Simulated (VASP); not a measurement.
Calculation: PBE GGA, VASP's PBE PAW potentials (set 64) (plane waves; VASP).

The input files of a VASP run:

POSCAR:
```
Pb31Te32
1.0
 13.1200611136   0.0000000000   0.0000000000
  0.0000000000  13.1200611136   0.0000000000
  0.0000000000   0.0000000000  13.1200611136
Te Pb
32 31
Cartesian
  9.8400458352   3.2800152784   3.2800152784
  0.0000000000   6.5600305568   3.2800152784
  0.0000000000   3.2800152784   6.5600305568
  3.2800152784   3.2800152784   3.2800152784
  6.5600305568   6.5600305568   3.2800152784
  9.8400458352   9.8400458352   3.2800152784
  0.0000000000   0.0000000000   3.2800152784
  6.5600305568   3.2800152784   6.5600305568
  9.8400458352   6.5600305568   6.5600305568
  0.0000000000   9.8400458352   6.5600305568
  9.8400458352   3.2800152784   9.8400458352
  0.0000000000   6.5600305568   9.8400458352
  0.0000000000   3.2800152784   0.0000000000
  3.2800152784   9.8400458352   3.2800152784
  6.5600305568   0.0000000000   3.2800152784
  3.2800152784   6.5600305568   6.5600305568
  6.5600305568   9.8400458352   6.5600305568
  9.8400458352   0.0000000000   6.5600305568
  3.2800152784   3.2800152784   9.8400458352
  6.5600305568   6.5600305568   9.8400458352
  9.8400458352   9.8400458352   9.8400458352
  0.0000000000   0.0000000000   9.8400458352
  6.5600305568   3.2800152784   0.0000000000
  9.8400458352   6.5600305568   0.0000000000
  0.0000000000   9.8400458352   0.0000000000
  3.2800152784   0.0000000000   6.5600305568
  3.2800152784   9.8400458352   9.8400458352
  6.5600305568   0.0000000000   9.8400458352
  3.2800152784   6.5600305568   0.0000000000
  6.5600305568   9.8400458352   0.0000000000
  9.8400458352   0.0000000000   0.0000000000
  3.2800152784   0.0000000000   0.0000000000
  6.5600305568   0.0000000000   0.0000000000
  9.8400458352   3.2800152784   0.0000000000
  9.8400458352   0.0000000000   3.2800152784
  0.0000000000   0.0000000000   0.0000000000
  3.2800152784   3.2800152784   0.0000000000
  6.5600305568   6.5600305568   0.0000000000
  9.8400458352   9.8400458352   0.0000000000
  3.2800152784   0.0000000000   3.2800152784
  6.5600305568   3.2800152784   3.2800152784
  9.8400458352   6.5600305568   3.2800152784
  6.5600305568   0.0000000000   6.5600305568
  9.8400458352   3.2800152784   6.5600305568
  9.8400458352   0.0000000000   9.8400458352
  0.0000000000   6.5600305568   0.0000000000
  3.2800152784   9.8400458352   0.0000000000
  0.0000000000   3.2800152784   3.2800152784
  3.2800152784   6.5600305568   3.2800152784
  6.5600305568   9.8400458352   3.2800152784
  0.0000000000   0.0000000000   6.5600305568
  3.2800152784   3.2800152784   6.5600305568
  9.8400458352   9.8400458352   6.5600305568
  3.2800152784   0.0000000000   9.8400458352
  6.5600305568   3.2800152784   9.8400458352
  9.8400458352   6.5600305568   9.8400458352
  0.0000000000   9.8400458352   3.2800152784
  0.0000000000   6.5600305568   6.5600305568
  3.2800152784   9.8400458352   6.5600305568
  0.0000000000   3.2800152784   9.8400458352
  3.2800152784   6.5600305568   9.8400458352
  6.5600305568   9.8400458352   9.8400458352
  0.0000000000   9.8400458352   9.8400458352
```

**INCAR**
```
NELMIN=4
EDIFFG=-0.03
SYSTEM=Pb31Te32
LMAXMIX=4   ! l cut-off of mixed one-centre charges
SIGMA=0.05   ! width (eV)
NELM=100
ALGO=Fast
LREAL=Auto
GGA=PE
LCHARG=F
EDIFF=1E-5   ! SCF stop (eV)
IBRION=2   ! conjugate gradients
ENCUT=400
NSW=60   ! most ionic steps
ISMEAR=0   ! Gaussian
PREC=Normal
NELECT=314.0
LWAVE=F
LASPH=T   ! aspherical one-centre terms
ISYM=0
ISIF=2   ! forces and stress, cell fixed
```

**KPOINTS**
```
Automatic mesh
0
Gamma
 1 1 1
0 0 0
```

POTCAR, in this order: Te Pb (PBE.64 set). Program: vasp_gam.

The cell is charged, with a uniform compensating background. The supercell is sampled at Γ alone, which is coarse: total energies, pressure and levels can be off, energies of defects by several tenths of an eV.

Problem. Estimate the energy per atom (σ→0).

Solution. 
The energy per atom (σ→0) is -3.604 eV/atom.

**OSZICAR**
```
...
       N       E                     dE             d eps       ncg     rms          rms(c)
DAV:   1    -0.227124162232E+03    0.66732E-03   -0.66802E-01   388   0.124E+00    0.401E-01
RMM:   2    -0.227127463666E+03   -0.33014E-02   -0.40166E-02   384   0.299E-01    0.235E-01
RMM:   3    -0.227128048118E+03   -0.58445E-03   -0.64896E-03   425   0.118E-01    0.139E-01
RMM:   4    -0.227128072251E+03   -0.24134E-04   -0.94600E-04   417   0.480E-02    0.905E-02
RMM:   5    -0.227128034601E+03    0.37650E-04   -0.32170E-04   383   0.273E-02    0.359E-02
RMM:   6    -0.227128041288E+03   -0.66865E-05   -0.85689E-05   333   0.133E-02
  14 F= -.22712804E+03 E0= -.22707166E+03  d E =-.804719E-02
```

The cell is a supercell with a defect, built from PbTe (rock salt): vac_Pb, charge +2. The run is not spin-polarised, so no state with unpaired spins was tried.
